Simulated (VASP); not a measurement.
Computed with LDA (Ceperley-Alder, Perdew-Zunger), VASP's LDA PAW potentials (set 64) (plane waves; VASP).

VASP input:

**INCAR**
```
ALGO=Normal
EDIFF=1E-7
EDIFFG=-0.01
ENCUT=520
IBRION=2
ISIF=4
ISMEAR=1
LASPH=.TRUE.
LCHARG=.FALSE.
LMAXMIX=4
LREAL=.FALSE.
LWAVE=.FALSE.
NELM=100
NSW=30
PREC=Accurate
SIGMA=0.1
SYSTEM=SnO
```

KPOINTS:
```
Automatic mesh
0
Gamma
  10 10 8
0 0 0
```

File POSCAR:
```
SnO
1
    3.6892465637     0.0000000000     0.0000000000
    0.0000000000     3.6892465637     0.0000000000
    0.0000000000     0.0000000000     4.5399541454
Sn O
2 2
Direct
  0.5000000000   0.0000000000   0.7518196191
  0.0000000000   0.5000000000   0.2481803809
  0.5000000000   0.5000000000   0.0000000000
  0.0000000000   0.0000000000   0.0000000000
```

POTCAR, in this order: Sn_d O (LDA.64 set). Program: vasp_std.

The run wrote:

OSZICAR:
```
       N       E                     dE             d eps       ncg     rms          rms(c)
DAV:   1     0.399983918368E+03    0.39998E+03   -0.20851E+04  5112   0.268E+03
DAV:   2     0.247355189745E+02   -0.37525E+03   -0.36908E+03  5480   0.586E+02
DAV:   3    -0.272490065520E+02   -0.51985E+02   -0.51386E+02  6200   0.194E+02
DAV:   4    -0.290574890016E+02   -0.18085E+01   -0.18067E+01  5656   0.406E+01
DAV:   5    -0.291090221865E+02   -0.51533E-01   -0.51529E-01  6560   0.691E+00    0.115E+01
DAV:   6    -0.256871769416E+02    0.34218E+01   -0.20815E+01  8560   0.511E+01    0.468E+00
DAV:   7    -0.256835557210E+02    0.36212E-02   -0.19097E+00  5624   0.954E+00    0.253E+00
DAV:   8    -0.256582735761E+02    0.25282E-01   -0.51841E-01  7864   0.589E+00    0.989E-01
DAV:   9    -0.256350975730E+02    0.23176E-01   -0.15442E-01  7768   0.450E+00    0.218E-01
DAV:  10    -0.256362082307E+02   -0.11107E-02   -0.14950E-02  7320   0.117E+00    0.144E-01
DAV:  11    -0.256357122555E+02    0.49598E-03   -0.31577E-03  7888   0.655E-01    0.239E-02
DAV:  12    -0.256357635588E+02   -0.51303E-04   -0.48932E-04  5464   0.138E-01    0.366E-02
DAV:  13    -0.256357476811E+02    0.15878E-04   -0.12691E-04  7200   0.150E-01    0.763E-03
DAV:  14    -0.256357479102E+02   -0.22903E-06   -0.14471E-05  7720   0.449E-02    0.264E-03
DAV:  15    -0.256357478425E+02    0.67637E-07   -0.11361E-06  6376   0.855E-03    0.854E-04
DAV:  16    -0.256357478548E+02   -0.12238E-07   -0.47690E-08  3256   0.294E-03
   1 F= -.25635748E+02 E0= -.25635595E+02  d E =-.256357E+02
       N       E                     dE             d eps       ncg     rms          rms(c)
DAV:   1    -0.256308943637E+02    0.48535E-02   -0.21408E+01  6168   0.314E+01    0.988E-01
DAV:   2    -0.256845626117E+02   -0.53668E-01   -0.64010E-01  7224   0.697E+00    0.425E-01
DAV:   3    -0.256831380877E+02    0.14245E-02   -0.82634E-03  7280   0.922E-01    0.265E-01
DAV:   4    -0.256822704288E+02    0.86766E-03   -0.12121E-03  8120   0.517E-01    0.708E-02
DAV:   5    -0.256822538903E+02    0.16538E-04   -0.40039E-04  6992   0.184E-01    0.216E-02
DAV:   6    -0.256822551350E+02   -0.12447E-05   -0.26390E-05  6184   0.455E-02    0.990E-03
DAV:   7    -0.256822549586E+02    0.17640E-06   -0.43520E-06  7640   0.261E-02    0.266E-03
DAV:   8    -0.256822549184E+02    0.40166E-07   -0.62642E-07  6232   0.963E-03
   2 F= -.25682255E+02 E0= -.25682099E+02  d E =-.465071E-01
       N       E                     dE             d eps       ncg     rms          rms(c)
DAV:   1    -0.256822236185E+02    0.31340E-04   -0.72612E-02  6144   0.171E+00    0.560E-02
DAV:   2    -0.256824007301E+02   -0.17711E-03   -0.20050E-03  7144   0.429E-01    0.223E-02
DAV:   3    -0.256823933427E+02    0.73874E-05   -0.26454E-05  6888   0.620E-02    0.135E-02
DAV:   4    -0.256823904687E+02    0.28740E-05   -0.56393E-06  7416   0.441E-02    0.362E-03
DAV:   5    -0.256823905304E+02   -0.61660E-07   -0.18849E-06  6272   0.136E-02    0.143E-03
DAV:   6    -0.256823905240E+02    0.63965E-08   -0.10645E-07  3008   0.607E-03
   3 F= -.25682391E+02 E0= -.25682229E+02  d E =-.466427E-01
       N       E                     dE             d eps       ncg     rms          rms(c)
DAV:   1    -0.256967210752E+02   -0.14331E-01   -0.56373E-01  5616   0.639E+00    0.663E-01
DAV:   2    -0.256902444413E+02    0.64766E-02   -0.21345E-02  6928   0.232E+00    0.408E-01
DAV:   3    -0.256859867913E+02    0.42576E-02   -0.45219E-03  7544   0.127E+00    0.530E-02
DAV:   4    -0.256860570448E+02   -0.70253E-04   -0.12578E-03  5888   0.293E-01    0.249E-02
DAV:   5    -0.256860538872E+02    0.31576E-05   -0.72196E-05  6536   0.749E-02    0.811E-03
DAV:   6    -0.256860518799E+02    0.20074E-05   -0.80138E-06  7432   0.402E-02    0.261E-03
DAV:   7    -0.256860519050E+02   -0.25144E-07   -0.88522E-07  6152   0.960E-03
   4 F= -.25686052E+02 E0= -.25685901E+02  d E =-.366138E-02
       N       E                     dE             d eps       ncg     rms          rms(c)
DAV:   1    -0.257064669186E+02   -0.20415E-01   -0.98771E-01  5592   0.847E+00    0.877E-01
DAV:   2    -0.256951507590E+02    0.11316E-01   -0.37985E-02  6640   0.297E+00    0.539E-01
DAV:   3    -0.256877283646E+02    0.74224E-02   -0.77104E-03  7544   0.165E+00    0.751E-02
DAV:   4    -0.256878244389E+02   -0.96074E-04   -0.21333E-03  6144   0.386E-01    0.332E-02
DAV:   5    -0.256878190268E+02    0.54120E-05   -0.13013E-04  6392   0.103E-01    0.105E-02
DAV:   6    -0.256878156114E+02    0.34155E-05   -0.12629E-05  7328   0.517E-02    0.339E-03
DAV:   7    -0.256878156391E+02   -0.27677E-07   -0.16146E-06  6288   0.126E-02    0.166E-03
DAV:   8    -0.256878156319E+02    0.72050E-08   -0.17473E-07  3312   0.585E-03
   5 F= -.25687816E+02 E0= -.25687591E+02  d E =-.542511E-02
```

### OUTCAR
```
------------------------ aborting loop because EDIFF is reached ----------------------------------------
  FORCE on cell =-STRESS in cart. coord.  units (eV):
  Direction    XX          YY          ZZ          XY          YZ          ZX
  --------------------------------------------------------------------------------------
  Total        1.2989393      1.2989393      1.2929065      0.0000000      0.0000000      0.0000000
  in kB       33.6800418     33.6800418     33.5236179      0.0000000      0.0000000      0.0000000
  external PRESSURE =      33.6279005 kB  Pullay stress =       0.0000000 kB
  volume of cell :       61.79
      direct lattice vectors                 reciprocal lattice vectors
     3.726268146  0.000000000  0.000000000     0.268365013  0.000000000  0.000000000
     0.000000000  3.726268146 -0.000000000     0.000000000  0.268365013  0.000000000
     0.000000000 -0.000000000  4.450190697     0.000000000  0.000000000  0.224709472
 POSITION                                       TOTAL-FORCE (eV/Angst)
 -----------------------------------------------------------------------------------
      1.86313      3.72627      3.29728         0.000000      0.000000     -0.008496
      0.00000      1.86313      1.15291        -0.000000     -0.000000      0.008496
      1.86313      1.86313      4.45019         0.000000      0.000000      0.000000
      0.00000      0.00000     -0.00000         0.000000     -0.000000      0.000000
 -----------------------------------------------------------------------------------
    total drift:                                0.000000      0.000000      0.000000
  FREE ENERGIE OF THE ION-ELECTRON SYSTEM (eV)
  ---------------------------------------------------
  free  energy   TOTEN  =       -25.6878156319 eV

  energy  without entropy=      -25.6871426372  energy(sigma->0) =      -25.68759130

 reached required accuracy - stopping structural energy minimisation
```
(Selected blocks of OUTCAR.)

**CONTCAR**
```
SnO
   1.00000000000000
     3.7262681455379547    0.0000000000000000    0.0000000000000000
     0.0000000000000000    3.7262681455379547   -0.0000000000000000
     0.0000000000000000   -0.0000000000000000    4.4501906965671871
  Sn              O
     2     2
Direct
     0.5000000000000000    1.0000000000000000    0.7409299562725198
     0.0000000000000000    0.5000000000000000    0.2590700437274802
     0.5000000000000000    0.5000000000000000    1.0000000000000000
     0.0000000000000000    0.0000000000000000    0.0000000000000000
```

OUTCAR:
```
 val. band max:        8.4947788854   @ k =   0.1000   0.0000   0.1250

 cond. band min:       8.5042652178   @ k =   0.5000   0.4000   0.0000


 Fermi energy:         8.5023459572

 k-point     1 :       0.0000    0.0000    0.0000
  band No.  band energies     occupation
      1     -13.6847      2.00000
      2     -13.1929      2.00000
      3     -13.1929      2.00000
      4     -13.1522      2.00000
      5     -13.1273      2.00000
      6     -13.1138      2.00000
      7     -13.0256      2.00000
      8     -13.0136      2.00000
      9     -13.0008      2.00000
     10     -13.0008      2.00000
     11     -12.1110      2.00000
     12      -8.9369      2.00000
     13       0.5646      2.00000
     14       0.9962      2.00000
     15       1.6759      2.00000
     16       1.6759      2.00000
     17       4.7043      2.00000
     18       5.0798      2.00000
     19       5.0798      2.00000
     20       8.5266      0.60280
     21      11.1281      0.00000
     22      12.7370      0.00000
     23      12.7370      0.00000
     24      13.8417      0.00000

 k-point     2 :       0.1000    0.0000    0.0000
  band No.  band energies     occupation
      1     -13.6778      2.00000
      2     -13.1911      2.00000
      3     -13.1879      2.00000
      4     -13.1508      2.00000
      5     -13.1212      2.00000
      6     -13.1135      2.00000
      7     -13.0805      2.00000
      8     -13.0183      2.00000
      9     -13.0052      2.00000
     10     -13.0036      2.00000
     11     -11.9941      2.00000
     12      -8.9968      2.00000
     13       0.4807      2.00000
     14       1.0430      2.00000
     15       1.7487      2.00000
     16       1.7626      2.00000
     17       4.5492      2.00000
     18       4.9573      2.00000
     19       4.9810      2.00000
     20       8.5422      0.38123
     21      11.4244      0.00000
     22      11.9251      0.00000
     23      12.8077      0.00000
     24      14.1147      0.00000
...
```

Unless said otherwise, spin-orbit coupling is left out, though it shifts the bands of the heavy elements here.

The compound is SnO in the litharge structure. This cell is one point of a volume scan, at 0.94 of the reference volume. Symmetry was kept, so distortions that lower it aren't found.
